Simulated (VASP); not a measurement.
Input for VASP

POSCAR:
```
MgH2
1.0
  4.5329633027   0.0000000000   0.0000000000
  0.0000000000   4.5329633027   0.0000000000
  0.0000000000   0.0000000000   3.0288973483
Mg H
2 4
direct
  1.0000000000   0.0000000000   1.0000000000
  0.5000000000   0.5000000000   0.5000000000
  0.3042068298   0.3042068298   0.0000000000
  0.8042068298   0.1957931702   0.5000000000
  0.1957931702   0.8042068298   0.5000000000
  0.6957931702   0.6957931702   1.0000000000
```

INCAR:
```
! general
SYSTEM   = MgH2
PREC     = Accurate
ENCUT    = 520
LREAL    = .False.
LASPH    = .True.

! electronic loop
EDIFF    = 1E-7
NELM     = 100
ALGO     = Normal

! smearing
ISMEAR   = 0
SIGMA    = 0.05

! functional
GGA      = MK
LUSE_VDW = .True.
AGGAC    = 0.0
PARAM1   = 0.1234568
PARAM2   = 0.7114
ZAB_VDW  = -1.8867

! ions
IBRION   = 2
NSW      = 30
ISIF     = 4
EDIFFG   = -0.01

! output
LWAVE    = .False.
LCHARG   = .False.
```

File KPOINTS:
```
Regular mesh
0
gamma
  5 5 7
```

POTCAR, in this order: Mg H (PBE.64 set). Program: vasp_std.

**Question.** Write an equivalent input for Quantum ESPRESSO's pw.x.

**Answer.** One equivalent input (not run):
```
&CONTROL
  calculation = 'vc-relax'
  pseudo_dir = './pseudo'
  outdir = './out'
  tprnfor = .true.
  tstress = .true.
  nstep = 30
  forc_conv_thr = 0.00039
/
&SYSTEM
  ibrav = 0
  nat = 6
  ntyp = 2
  ecutwfc = 84
  occupations = 'smearing'
  smearing = 'gaussian'
  degauss = 0.003675
  input_dft = 'vdw-df2-b86r'
/
&ELECTRONS
  conv_thr = 7.3e-09
  electron_maxstep = 100
/
&IONS
/
&CELL
  cell_dofree = 'shape'
/
ATOMIC_SPECIES
  Mg 24.305 Mg.upf
  H 1.008 H.upf
CELL_PARAMETERS angstrom
     4.5329633    0.0000000    0.0000000
     0.0000000    4.5329633    0.0000000
     0.0000000    0.0000000    3.0288973
ATOMIC_POSITIONS crystal
  Mg   1.0000000  0.0000000  1.0000000
  Mg   0.5000000  0.5000000  0.5000000
  H    0.3042068  0.3042068  0.0000000
  H    0.8042068  0.1957932  0.5000000
  H    0.1957932  0.8042068  0.5000000
  H    0.6957932  0.6957932  1.0000000
K_POINTS automatic
  5 5 7 0 0 0
```
The two are equivalent in intent, not identical: the potentials are each code's own (VASP's PAW set, PseudoDojo norm-conserving files in pw.x), so ENCUT and ecutwfc are chosen apart and not converted; conv_thr bounds pw.x's estimated SCF error, while EDIFF bounds the energy change between steps; forc_conv_thr acts on force components and is met together with etot_conv_thr.

The compound is MgH2 in the rutile structure. This cell is one point of a volume scan, at 1.03 of the reference volume. Symmetry was kept, so distortions that lower it aren't found.
